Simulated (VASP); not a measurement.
# Iridium: structure and properties in VASP, part 5 of 5

What structure does Iridium take at this level, and what are its properties? The start is a cell from a database of measured crystal structures.

VASP 6.6.1; r2SCAN with rVV10; plane waves and PAW (Ir).

Still holding for the runs below: This run has no spin polarisation. Its electron count is odd, so without a moment it is a metal by construction.

So far. Step 11 (Volume scan with r2SCAN + rVV10 (run 5)): The run ends at a pressure of -7.35 GPa.

The database entry behind the starting cell differs from later determinations by our own check (0.1 to 0.3 % short, probably kX units), so it need not match the best structure at ambient conditions.

**12. Volume scan with r2SCAN + rVV10 (run 6)**

Input file INCAR:

```
SYSTEM = Ir
PREC = Accurate
ENCUT = 400
EDIFF = 1E-06
NELM = 100
ISMEAR = 1
SIGMA = 0.2
LREAL = .FALSE.
ALGO = Normal
METAGGA = R2SCAN
LUSE_VDW = .TRUE.
IVDW_NL = 2
BPARAM = 11.95
CPARAM = 0.0093
LASPH = .TRUE.
NBANDS = 10
LORBIT = 11
LWAVE = .FALSE.
LCHARG = .FALSE.
KPAR = 2
ISIF = 2
```

Input file POSCAR:

```
Ir
1.0
    0.0000000000      1.9479490588      1.9479490588
    1.9479490588      0.0000000000      1.9479490588
    1.9479490588      1.9479490588      0.0000000000
Ir
1
Direct
    0.0000000000      0.0000000000      0.0000000000
```

Input file KPOINTS:

```
Automatic mesh
0
Gamma
12 12 12
0 0 0
```

The projector-augmented-wave data sets are Ir (PBE family, release 64).

On the command line:

```bash
> mpirun -np 2 vasp_std
```

The log of the run:

```text
[... set-up lines as in an earlier step ...]
 entering main loop
       N       E                     dE             d eps       ncg     rms          rms(c)
Total rVV10 correction in eV:      0.1552211    12.2708602
Total rVV10 correction in eV:      0.1552211    12.2708602
DAV:   1    -0.619776088003E+01   -0.61978E+01   -0.37606E+03  1496   0.671E+02
DAV:   2    -0.539214291331E+02   -0.47724E+02   -0.44682E+02  1504   0.179E+02
DAV:   3    -0.546794158129E+02   -0.75799E+00   -0.75722E+00  1638   0.271E+01
DAV:   4    -0.546872369548E+02   -0.78211E-02   -0.78200E-02  1646   0.262E+00
DAV:   5    -0.546873982058E+02   -0.16125E-03   -0.16125E-03  1726   0.355E-01    0.141E+01
Total rVV10 correction in eV:      0.1391006    12.2708602
Total rVV10 correction in eV:      0.1391006    12.2708602
DAV:   6    -0.522472596041E+02    0.24401E+01   -0.18999E+00  1624   0.168E+01    0.500E+00
Total rVV10 correction in eV:      0.1335616    12.2708602
Total rVV10 correction in eV:      0.1335616    12.2708602
DAV:   7    -0.522370468345E+02    0.10213E-01   -0.59664E-02  1622   0.279E+00    0.229E+00
[...]
Total rVV10 correction in eV:      0.1306220    12.2708602
Total rVV10 correction in eV:      0.1306220    12.2708602
DAV:   9    -0.522326730694E+02    0.27092E-02   -0.67820E-03  1614   0.997E-01    0.126E-01
Total rVV10 correction in eV:      0.1306891    12.2708602
Total rVV10 correction in eV:      0.1306891    12.2708602
DAV:  10    -0.522326850802E+02   -0.12011E-04   -0.40212E-05  1542   0.628E-02    0.747E-02
Total rVV10 correction in eV:      0.1307705    12.2708602
Total rVV10 correction in eV:      0.1307705    12.2708602
DAV:  11    -0.522326772353E+02    0.78449E-05   -0.17830E-05  1620   0.356E-02    0.133E-02
Total rVV10 correction in eV:      0.1308047    12.2708602
Total rVV10 correction in eV:      0.1308047    12.2708602
DAV:  12    -0.522326749667E+02    0.22686E-05   -0.28027E-06  1318   0.198E-02    0.348E-03
Total rVV10 correction in eV:      0.1307998    12.2708602
Total rVV10 correction in eV:      0.1307998    12.2708602
DAV:  13    -0.522326752685E+02   -0.30176E-06   -0.13954E-07   762   0.486E-03
Total rVV10 correction in eV:      0.1308018    12.2708602
Total rVV10 correction in eV:      0.1308018    12.2708602
Total rVV10 correction in eV:      0.1308001    12.2708602
Total rVV10 correction in eV:      0.1308001    12.2708602
   1 F= -.52232675E+02 E0= -.52233050E+02  d E =0.112497E-02
```

The job ended after 12 s (2 MPI ranks of Intel Xeon 6975P-C (Granite Rapids), shared host; peak memory 0.31 GiB).

Parts of OUTCAR (step 12):

```text
  Total       -1.2732445     -1.2732445     -1.2732445      0.0000000     -0.0000000      0.0000000
  in kB     -137.9938147   -137.9938147   -137.9938147      0.0000000     -0.0000000      0.0000000
  external PRESSURE =    -137.9938147 kB  Pullay stress =       0.0000000 kB

 POSITION                                       TOTAL-FORCE (eV/Angst)
 -----------------------------------------------------------------------------------
      0.00000      0.00000      0.00000        -0.000000      0.000000      0.000000
 -----------------------------------------------------------------------------------
    total drift:                               -0.000000     -0.000000     -0.000000

  FREE ENERGIE OF THE ION-ELECTRON SYSTEM (eV)
  ---------------------------------------------------
  free  energy   TOTEN  =       -52.2326752685 eV

  energy  without entropy=      -52.2338002400  energy(sigma->0) =      -52.23305026

[... 1 part as in an earlier step ...]

[... 2 further parts left out ...]
[key lines of the parts left out:]
E-fermi :   9.4576
```

The pressure falls from -7.35 to -13.80 GPa.

The run ends at a pressure of -13.80 GPa.

**13. Volume scan with r2SCAN + rVV10 (run 7)**

A prediction first. A parabola through the 6 pressures of evenly scaled cells so far, P = -0.07 -390.1 t +1042 t² GPa with t = ln(V/V₁) and V₁ the volume at scale 1, gives -19.26 GPa at t = +0.0583.

INCAR is that of step 12.

Input file POSCAR:

```
Ir
1.0
    0.0000000000      1.9603567122      1.9603567122
    1.9603567122      0.0000000000      1.9603567122
    1.9603567122      1.9603567122      0.0000000000
Ir
1
Direct
    0.0000000000      0.0000000000      0.0000000000
```

KPOINTS is that of step 12.

On the command line:

```bash
> mpirun -np 2 vasp_std
```

The log of the run:

```text
[... set-up lines as in an earlier step ...]
 entering main loop
       N       E                     dE             d eps       ncg     rms          rms(c)
Total rVV10 correction in eV:      0.1586711    12.2708602
Total rVV10 correction in eV:      0.1586711    12.2708602
DAV:   1    -0.650958224657E+01   -0.65096E+01   -0.37339E+03  1512   0.666E+02
DAV:   2    -0.539690695489E+02   -0.47459E+02   -0.44869E+02  1472   0.179E+02
DAV:   3    -0.546952994316E+02   -0.72623E+00   -0.72549E+00  1702   0.264E+01
DAV:   4    -0.547025569451E+02   -0.72575E-02   -0.72568E-02  1672   0.251E+00
DAV:   5    -0.547027129746E+02   -0.15603E-03   -0.15603E-03  1682   0.340E-01    0.134E+01
Total rVV10 correction in eV:      0.1421763    12.2708604
Total rVV10 correction in eV:      0.1421763    12.2708604
DAV:   6    -0.522131992229E+02    0.24895E+01   -0.20216E+00  1628   0.172E+01    0.469E+00
Total rVV10 correction in eV:      0.1368134    12.2708604
Total rVV10 correction in eV:      0.1368134    12.2708604
DAV:   7    -0.522069024962E+02    0.62967E-02   -0.53902E-02  1618   0.266E+00    0.226E+00
[...]
Total rVV10 correction in eV:      0.1337767    12.2708604
Total rVV10 correction in eV:      0.1337767    12.2708604
DAV:   9    -0.522029787569E+02    0.28024E-02   -0.73162E-03  1606   0.103E+00    0.122E-01
Total rVV10 correction in eV:      0.1338369    12.2708604
Total rVV10 correction in eV:      0.1338369    12.2708604
DAV:  10    -0.522029938380E+02   -0.15081E-04   -0.44304E-05  1566   0.665E-02    0.756E-02
Total rVV10 correction in eV:      0.1339256    12.2708604
Total rVV10 correction in eV:      0.1339256    12.2708604
DAV:  11    -0.522029840705E+02    0.97675E-05   -0.19549E-05  1588   0.369E-02    0.137E-02
Total rVV10 correction in eV:      0.1339628    12.2708604
Total rVV10 correction in eV:      0.1339628    12.2708604
DAV:  12    -0.522029817031E+02    0.23674E-05   -0.34000E-06  1486   0.215E-02    0.359E-03
Total rVV10 correction in eV:      0.1339573    12.2708604
Total rVV10 correction in eV:      0.1339573    12.2708604
DAV:  13    -0.522029821120E+02   -0.40888E-06   -0.12356E-07   756   0.428E-03
Total rVV10 correction in eV:      0.1339593    12.2708604
Total rVV10 correction in eV:      0.1339593    12.2708604
Total rVV10 correction in eV:      0.1339576    12.2708604
Total rVV10 correction in eV:      0.1339576    12.2708604
   1 F= -.52202982E+02 E0= -.52203436E+02  d E =0.136238E-02
```

Run time: 13 s. Hardware: 2 MPI ranks; peak memory 0.31 GiB; 24 s of CPU time.

Parts of OUTCAR (step 13):

```text
  Total       -1.8336695     -1.8336695     -1.8336695      0.0000000     -0.0000000      0.0000000
  in kB     -194.9828108   -194.9828108   -194.9828108      0.0000000     -0.0000000      0.0000000
  external PRESSURE =    -194.9828108 kB  Pullay stress =       0.0000000 kB

 POSITION                                       TOTAL-FORCE (eV/Angst)
 -----------------------------------------------------------------------------------
      0.00000      0.00000      0.00000        -0.000000      0.000000     -0.000000
 -----------------------------------------------------------------------------------
    total drift:                                0.000000     -0.000000     -0.000000

  FREE ENERGIE OF THE ION-ELECTRON SYSTEM (eV)
  ---------------------------------------------------
  free  energy   TOTEN  =       -52.2029821120 eV

  energy  without entropy=      -52.2043444928  energy(sigma->0) =      -52.20343624

[... 1 part as in an earlier step ...]

[... 2 further parts left out ...]
[key lines of the parts left out:]
E-fermi :   9.1359
```

The pressure falls from -13.80 to -19.50 GPa. The parabola predicted -19.26 GPa, +0.23 GPa off.

**14. The series together**

Times are for 2 MPI ranks of Intel Xeon 6975P-C (Granite Rapids), shared host. The series side by side:

```csv
no.,volume scale,energy above the lowest point (meV/atom),pressure (GPa),time,memory (GiB)
1,0.94,69.83,28.08,11 s,0.31
2,0.96,29.66,17.56,11 s,0.3
3,0.98,7.05,8.200,12 s,0.3
4,1,0,-0.04867,12 s,0.3
5,1.02,6.71,-7.347,12 s,0.3
6,1.04,25.58,-13.80,12 s,0.31
7,1.06,55.19,-19.50,13 s,0.31
```

**15. Fit for r2SCAN + rVV10**

This step: Birch-Murnaghan fit, r2SCAN with rVV10; plane waves and PAW (VASP 6.6.1).

No new run; the numbers come from the runs before.

Numbers from this step:

```yaml
pressure_derivative_of_the_bulk_modulus: 5.137
r_m_s_error_of_the_fit: 3.49e-6 eV/atom
minimum_inside_the_sampled_range: yes
bulk_modulus: 387.4 GPa
equilibrium_volume_of_the_fit: 14.21 Å³/atom
```

The energy above the fitted minimum by volume:

| volume (Å³/atom) | energy above the fitted minimum (eV/atom) |
| --- | --- |
| 13.362 | 0.0698 |
| 13.646 | 0.0297 |
| 13.930 | 0.00705 |
| 14.214 | -4.2e-6 |
| 14.499 | 0.00670 |
| 14.783 | 0.0256 |
| 15.067 | 0.0552 |

The fitted volume lies -0.02 % from the relaxed one.

**16. Independent-particle dielectric function (r2SCAN + rVV10)**

This step: r2SCAN with rVV10; plane waves and PAW (Ir) (VASP 6.6.1).

LOPTICS sums transitions from filled to empty bands. The mesh is finer than in the run before. NBANDS is raised for it.

Changes to INCAR since step 13:

```diff
@@ -15,3 +15,3 @@
 LASPH = .TRUE.
-NBANDS = 10
+NBANDS = 12
 LORBIT = 11
@@ -20,2 +20,4 @@
 KPAR = 2
-ISIF = 2
+LOPTICS = .TRUE.
+NEDOS = 1500
+CSHIFT = 0.1
```

Input file POSCAR:

```
Ir
1.0
    0.0000000000      1.9226481553      1.9226481553
    1.9226481553      0.0000000000      1.9226481553
    1.9226481553      1.9226481553      0.0000000000
Ir
1
Direct
    0.0000000000      0.0000000000      0.0000000000
```

Input file KPOINTS:

```
Automatic mesh
0
Gamma
17 17 17
0 0 0
```

On the command line:

```bash
> mpirun -np 2 vasp_std
```

The log of the run:

```text
[... set-up lines as in an earlier step ...]
 entering main loop
       N       E                     dE             d eps       ncg     rms          rms(c)
Total rVV10 correction in eV:      0.1481683    12.2708602
Total rVV10 correction in eV:      0.1481683    12.2708602
DAV:   1    -0.150712013999E+01   -0.15071E+01   -0.36982E+03  4016   0.564E+02
DAV:   2    -0.536968205185E+02   -0.52190E+02   -0.49039E+02  4328   0.169E+02
DAV:   3    -0.545936860688E+02   -0.89687E+00   -0.89527E+00  4864   0.250E+01
DAV:   4    -0.546017638240E+02   -0.80778E-02   -0.80764E-02  5168   0.228E+00
DAV:   5    -0.546019058680E+02   -0.14204E-03   -0.14204E-03  5256   0.283E-01    0.158E+01
Total rVV10 correction in eV:      0.1328288    12.2708600
Total rVV10 correction in eV:      0.1328288    12.2708600
DAV:   6    -0.522658614906E+02    0.23360E+01   -0.14187E+00  4980   0.133E+01    0.572E+00
Total rVV10 correction in eV:      0.1269939    12.2708600
Total rVV10 correction in eV:      0.1269939    12.2708600
DAV:   7    -0.522469445162E+02    0.18917E-01   -0.57973E-02  5040   0.245E+00    0.239E+00
Total rVV10 correction in eV:      0.1227016    12.2708600
Total rVV10 correction in eV:      0.1227016    12.2708600
DAV:   8    -0.522444282152E+02    0.25163E-02   -0.17932E-02  5008   0.133E+00    0.110E+00
Total rVV10 correction in eV:      0.1242649    12.2708600
Total rVV10 correction in eV:      0.1242649    12.2708600
DAV:   9    -0.522418147923E+02    0.26134E-02   -0.54885E-03  4816   0.809E-01    0.133E-01
Total rVV10 correction in eV:      0.1243357    12.2708600
Total rVV10 correction in eV:      0.1243357    12.2708600
DAV:  10    -0.522418236237E+02   -0.88314E-05   -0.37444E-05  5040   0.549E-02    0.628E-02
Total rVV10 correction in eV:      0.1244014    12.2708600
Total rVV10 correction in eV:      0.1244014    12.2708600
DAV:  11    -0.522418212811E+02    0.23426E-05   -0.14735E-05  4960   0.291E-02    0.124E-02
Total rVV10 correction in eV:      0.1244271    12.2708600
Total rVV10 correction in eV:      0.1244271    12.2708600
DAV:  12    -0.522418193008E+02    0.19803E-05   -0.12353E-06  3740   0.113E-02    0.287E-03
Total rVV10 correction in eV:      0.1244230    12.2708600
Total rVV10 correction in eV:      0.1244230    12.2708600
DAV:  13    -0.522418196357E+02   -0.33494E-06   -0.16326E-07  2944   0.475E-03
Total rVV10 correction in eV:      0.1244263    12.2708600
Total rVV10 correction in eV:      0.1244263    12.2708600
Total rVV10 correction in eV:      0.1244237    12.2708600
Total rVV10 correction in eV:      0.1244237    12.2708600
   1 F= -.52241820E+02 E0= -.52242029E+02  d E =0.626773E-03
 optical routines
 imaginary and real dielectric function
 direction            1
 direction            2
 direction            3
```

Run time: 24 s. Hardware: 2 MPI ranks; peak memory 0.34 GiB.

Parts of OUTCAR (step 16):

```text
   k-points           NKPTS =    165   k-points in BZ     NKDIM =    165   number of bands    NBANDS=     12

   NELECT =       9.0000    total number of electrons

 E-fermi :   9.9927

 k-point     1 :       0.0000    0.0000    0.0000
  band No.  band energies     occupation
    ...
      2       6.1177      2.00000
      3       6.1177      2.00000
      4       6.1177      2.00000
      5       8.8129      2.00000
      6       8.8129      2.00000
      7      25.1873      0.00000
      8      31.0188      0.00000
      9      31.0188      0.00000
     10      31.0188      0.00000
     11      36.4546      0.00000
    ...

  Total        0.0282792      0.0282792      0.0282792     -0.0000000      0.0000000      0.0000000
  in kB        3.1874869      3.1874869      3.1874869     -0.0000000      0.0000000      0.0000000
  external PRESSURE =       3.1874869 kB  Pullay stress =       0.0000000 kB

 POSITION                                       TOTAL-FORCE (eV/Angst)
 -----------------------------------------------------------------------------------
      0.00000      0.00000      0.00000        -0.000000     -0.000000      0.000000
 -----------------------------------------------------------------------------------
    total drift:                               -0.000000      0.000000     -0.000000

  FREE ENERGIE OF THE ION-ELECTRON SYSTEM (eV)
  ---------------------------------------------------
  free  energy   TOTEN  =       -52.2418196357 eV

  energy  without entropy=      -52.2424464091  energy(sigma->0) =      -52.24202856

 plasma frequency squared (from intraband transitions) (eV^2)
  --------------------------------------------------------------------------------------
     131.261      -0.000      -0.000
      -0.000     131.261       0.000
      -0.000       0.000     131.261

[... 7 parts as in an earlier step ...]

[... 9 further parts left out ...]
```

These are independent-particle spectra without excitons or local fields, and fine structure depends on the mesh and on CSHIFT. The intraband (Drude) part is not in this spectrum.

This step gave:

```yaml
bands: 12
irreducible_k_points: 165
free_energy_toten: -52.2418 eV
energy_at_zero_smearing: -52.2420 eV
fermi_energy: 9.993 eV
pressure: 0.3187 GPa
```

The imaginary dielectric function, xx has structure finer than the step of the table below, so its rows give means over 1 eV, whole bins alone (the curve runs from 0 to 25.0 eV). Peaks (eV: height): 0.2: 258.

Imaginary dielectric function, xx against photon energy; means over each step:

photon energy (eV), imaginary dielectric function, xx and a bar:
```
        1         52 ##############################
        2         32 ##################
        3         20 ###########
        4         13 #######
        5          8 ####
        6          4 #
        7          3 #
        8          3 #
        9          4 #
       10          5 ##
       11          5 ##
       12          3 #
       13          2 
       14          2 
       15          2 
       16          2 
       17          2 
       18          2 
       19          3 #
       20          4 #
       21          4 #
       22          3 
       23          2 
       24          2
```

Table of real dielectric function, xx by photon energy:

```csv
photon energy (eV),"real dielectric function, xx"
0,437
1,8.01
2,2.32
3,-6.48
4,-2.39
5,-7.14
6,-0.891
7,-0.844
8,1.09
9,0.974
10,0.837
11,-0.411
12,-0.359
13,-0.866
14,-0.104
15,0.298
16,0.615
17,0.803
18,1.29
19,2.46
20,0.529
21,0.0862
22,-0.676
23,-0.278
24,-1.37
```

At these settings, which differ from those of the relaxation, the cell is under a pressure of 0.3 GPa.

**17. Summary of results**

```
relaxed volume                            : 14.21 Å³/atom
relaxed conventional cell a, b, c         : 3.845, 3.845, 3.845 Å
space group after relaxing, within 0.02 Å : Fm-3m (No. 225)
band gap                                  : none, a metal
DOS at the Fermi level                    : 0.857 states/eV/cell
bulk modulus from the fit                 : 387 GPa
volume from the fit                       : 14.2 Å³/atom
```

In words: With r2SCAN + rVV10, Iridium relaxes to 14.21 Å³/atom in space group Fm-3m (held by the symmetry of the run), comes out as a metal and has a bulk modulus of 387 GPa. Against the listed cell the volume lies +1.1 %. Band structure (r2SCAN + rVV10): Of the bands kept, 4 cross the Fermi level on this path. Spin-orbit coupling is left out, and with elements this heavy it would split and shift bands near the Fermi level. No search among competing phases was made. All values are for a static lattice at zero temperature.

[Lines on the potential files, build, host, timing and source positions are cut from VASP's logs without a mark.]

[Logs are printed without paths, hosts, clocks, repeated set-up lines and the standing remarks that a program may print on its own settings, such as how far it seeks lower states.]

[Hosts, paths, dates, database ids (printed as entryN), source tags and the programs' standing remarks are cut or masked in the printed files.]

[A measured line is paired with the nearest computed mode of its activity, which favours agreement.]
